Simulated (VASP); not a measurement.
Energy against volume of ZnS (zinc blende). These are optB88-vdW, VASP's PBE PAW potentials (set 64) (plane waves; VASP) values and carry that method's errors.

```csv
V (Å³/atom),E (eV/atom)
18.862,-1.07780
19.464,-1.09178
20.066,-1.09623
20.668,-1.09257
21.270,-1.08202
```

Fit a third-order Birch-Murnaghan equation of state.

| Quantity | Result |
|---|---|
| volume per atom | 20.08 Å³/atom |
| bulk modulus | 71.5 GPa |
| pressure derivative of the bulk modulus | 4.41 |
| lattice constant a | 0.5436 nm |

Measured: bulk modulus 77.1 GPa (computed value off by -7.2 %), as given by Cormac Toher et al., Physical Review Materials (2017), arXiv:1611.05714; a 5.410 Å (computed value off by +0.5 %), as given by Martin Albrecht et al., Physical review. B, Condensed matter (1997), arXiv:cond-mat/9706128. The calculation is for a static lattice, while the measured bulk modulus, a hold thermal and zero-point effects, which are part of the difference.

The compound is ZnS in the zinc blende structure. It was relaxed first.
